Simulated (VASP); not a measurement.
Output of a VASP run:

### OSZICAR
```
       N       E                     dE             d eps       ncg     rms          rms(c)
DAV:   1     0.724873757030E+03    0.72487E+03   -0.29285E+04  1488   0.232E+03
DAV:   2     0.611463545181E+02   -0.66373E+03   -0.64298E+03  1614   0.599E+02
DAV:   3    -0.378378767490E+02   -0.98984E+02   -0.96161E+02  1914   0.243E+02
DAV:   4    -0.421382171376E+02   -0.43003E+01   -0.42786E+01  1764   0.534E+01
DAV:   5    -0.423177075107E+02   -0.17949E+00   -0.17938E+00  2054   0.102E+01    0.136E+01
DAV:   6    -0.367969821918E+02    0.55207E+01   -0.24683E+01  2338   0.579E+01    0.444E+00
DAV:   7    -0.367534931348E+02    0.43489E-01   -0.17502E+00  1636   0.105E+01    0.266E+00
DAV:   8    -0.366946997932E+02    0.58793E-01   -0.53502E-01  2356   0.710E+00    0.121E+00
DAV:   9    -0.366648031535E+02    0.29897E-01   -0.12122E-01  2371   0.445E+00    0.135E-01
DAV:  10    -0.366657183573E+02   -0.91520E-03   -0.98702E-03  1693   0.582E-01    0.628E-02
DAV:  11    -0.366657203939E+02   -0.20366E-05   -0.21872E-04  2194   0.130E-01    0.332E-02
DAV:  12    -0.366657125277E+02    0.78662E-05   -0.10069E-05  1983   0.480E-02    0.193E-02
DAV:  13    -0.366657085052E+02    0.40224E-05   -0.29660E-05  2141   0.660E-02    0.292E-03
DAV:  14    -0.366657086108E+02   -0.10555E-06   -0.32592E-06  1497   0.204E-02
   1 F= -.36665709E+02 E0= -.36665673E+02  d E =-.366657E+02
       N       E                     dE             d eps       ncg     rms          rms(c)
DAV:   1    -0.366708656069E+02   -0.51571E-02   -0.17726E-01  1904   0.674E+00    0.451E-01
DAV:   2    -0.366664393485E+02    0.44263E-02   -0.13348E-02  1994   0.152E+00    0.141E-01
DAV:   3    -0.366657387489E+02    0.70060E-03   -0.18807E-03  2045   0.103E+00    0.328E-02
DAV:   4    -0.366657116323E+02    0.27117E-04   -0.29029E-04  2330   0.274E-01    0.100E-02
DAV:   5    -0.366657129543E+02   -0.13220E-05   -0.33338E-05  1915   0.563E-02    0.378E-03
DAV:   6    -0.366657124207E+02    0.53356E-06   -0.22583E-06  1429   0.397E-02
   2 F= -.36665712E+02 E0= -.36665678E+02  d E =-.380997E-05
       N       E                     dE             d eps       ncg     rms          rms(c)
DAV:   1    -0.366671457682E+02   -0.14328E-02   -0.44921E-02  1890   0.341E+00    0.226E-01
DAV:   2    -0.366660329924E+02    0.11128E-02   -0.33670E-03  2012   0.766E-01    0.708E-02
DAV:   3    -0.366658553451E+02    0.17765E-03   -0.47105E-04  2039   0.519E-01    0.166E-02
DAV:   4    -0.366658482781E+02    0.70671E-05   -0.73512E-05  2330   0.139E-01    0.502E-03
DAV:   5    -0.366658485936E+02   -0.31551E-06   -0.86129E-06  1806   0.288E-02
   3 F= -.36665849E+02 E0= -.36665814E+02  d E =-.139983E-03
```

**OUTCAR**
```
------------------------ aborting loop because EDIFF is reached ----------------------------------------
  FORCE on cell =-STRESS in cart. coord.  units (eV):
  Direction    XX          YY          ZZ          XY          YZ          ZX
  --------------------------------------------------------------------------------------
  Total        0.0149634      0.0149634      0.0304148      0.0000000      0.0000000      0.0000000
  in kB        0.2898031      0.2898031      0.5890579      0.0000000      0.0000000      0.0000000
  external PRESSURE =       0.3895547 kB  Pullay stress =       0.0000000 kB
  volume of cell :       82.73
      direct lattice vectors                 reciprocal lattice vectors
     4.937107443  0.000000000  0.000000000     0.202547749  0.000000000  0.000000000
    -0.000000000  4.937107443  0.000000000     0.000000000  0.202547749  0.000000000
     0.000000000  0.000000000  3.393851430     0.000000000  0.000000000  0.294650494
 POSITION                                       TOTAL-FORCE (eV/Angst)
 -----------------------------------------------------------------------------------
      0.00000      0.00000      0.00000         0.000000     -0.000000     -0.000000
      2.46855      2.46855      1.69693         0.000000     -0.000000     -0.000000
      1.51735      1.51735      0.00000         0.000997      0.000997      0.000000
      3.98591      0.95120      1.69693         0.000997     -0.000997     -0.000000
      0.95120      3.98591      1.69693        -0.000997      0.000997      0.000000
      3.41976      3.41976      0.00000        -0.000997     -0.000997     -0.000000
 -----------------------------------------------------------------------------------
    total drift:                                0.000000     -0.000000     -0.000000
  FREE ENERGIE OF THE ION-ELECTRON SYSTEM (eV)
  ---------------------------------------------------
  free  energy   TOTEN  =       -36.6658485936 eV

  energy  without entropy=      -36.6657786315  energy(sigma->0) =      -36.66581361

 reached required accuracy - stopping structural energy minimisation
```
(Selected blocks of OUTCAR.)

File POSCAR:
```
PbO2
1
    4.9397204628     0.0000000000     0.0000000000
    0.0000000000     4.9397204628     0.0000000000
    0.0000000000     0.0000000000     3.3962236579
Pb O
2 4
Direct
  1.0000000000   1.0000000000   0.0000000000
  0.5000000000   0.5000000000   0.5000000000
  0.3073039203   0.3073039203   0.0000000000
  0.8073039203   0.1926960797   0.5000000000
  0.1926960797   0.8073039203   0.5000000000
  0.6926960797   0.6926960797   1.0000000000
```

Task: Write an INCAR and KPOINTS that could have produced this output.

Result: This is not unique; one that fits is the input of the run itself, LDA (Ceperley-Alder, Perdew-Zunger), plane waves, VASP's LDA PAW potentials (set 64).

### INCAR
```
# general
SYSTEM  = PbO2
PREC    = Accurate
ENCUT   = 620
LREAL   = .FALSE.
LASPH   = .TRUE.

# electronic loop
EDIFF   = 1E-6
NELM    = 100
ALGO    = Normal
LMAXMIX = 4

# smearing
ISMEAR  = 0
SIGMA   = 0.05

# ions
IBRION  = 2
NSW     = 40
ISIF    = 3
EDIFFG  = -0.02

# output
LWAVE   = .FALSE.
LCHARG  = .FALSE.
```

### KPOINTS
```
Automatic
0
Gamma
  5 5 7
```

POTCAR, in this order: Pb_d O (LDA.64 set). Program: vasp_std.

The compound is PbO2 in the rutile structure. This run relaxes it. Symmetry was kept, so distortions that lower it aren't found.
